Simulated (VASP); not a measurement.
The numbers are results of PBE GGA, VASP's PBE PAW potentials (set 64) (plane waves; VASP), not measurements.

A VASP calculation is set up with these files.

KPOINTS:
```
Regular mesh
0
gamma
 6 6 4
```

**INCAR**
```
PREC = Accurate
NELM = 100   ! most electronic steps
SIGMA = 0.05
ALGO = Normal
LWAVE = .False.
LMAXMIX = 4   ! l cut-off of mixed one-centre charges
ENCUT = 480   ! plane-wave cut-off (eV)
EDIFF = 1E-7
GGA = PE
ISMEAR = 0
LASPH = .True.
LREAL = .False.   ! projection in real space or not
LCHARG = .False.
SYSTEM = CdSe
ISIF = 2   ! forces and stress, cell fixed
```

File POSCAR:
```
CdSe
1
    2.1903211260    -3.7937472256     0.0000000000
    2.1903211260     3.7937472256     0.0000000000
    0.0000000000    -0.0000000000     7.1452983137
Cd Se
2 2
Direct
  0.6666670000   0.3333330000   0.5000443960
  0.3333330000   0.6666670000   0.0000443960
  0.6666670000   0.3333330000   0.8759556040
  0.3333330000   0.6666670000   0.3759556040
```

POTCAR, in this order: Cd Se (PBE.64 set). Program: vasp_std.

Task: Estimate the energy per atom (σ→0), band gap (on the k-mesh).

Result: 
```yaml
energy per atom (σ→0): -2.747 eV/atom
band gap (on the k-mesh): 0.55 eV
```

OSZICAR:
```
...
DAV:  10    -0.109898734174E+02   -0.15105E-03   -0.96280E-04  1032   0.368E-01    0.773E-02
DAV:  11    -0.109899990747E+02   -0.12566E-03   -0.32055E-04   948   0.122E-01    0.237E-02
DAV:  12    -0.109899695447E+02    0.29530E-04   -0.13077E-04  1132   0.116E-01    0.745E-03
DAV:  13    -0.109899733232E+02   -0.37785E-05   -0.19950E-05   984   0.250E-02    0.894E-03
DAV:  14    -0.109899727844E+02    0.53884E-06   -0.15665E-06  1110   0.747E-03    0.426E-03
DAV:  15    -0.109899730769E+02   -0.29257E-06   -0.25954E-07   980   0.270E-03    0.518E-04
DAV:  16    -0.109899731132E+02   -0.36311E-07   -0.36643E-08   644   0.989E-04
   1 F= -.10989973E+02 E0= -.10989973E+02  d E =-.710679E-16
```

The compound is CdSe in the wurtzite structure. It was relaxed first, which changed the volume by +6 %.
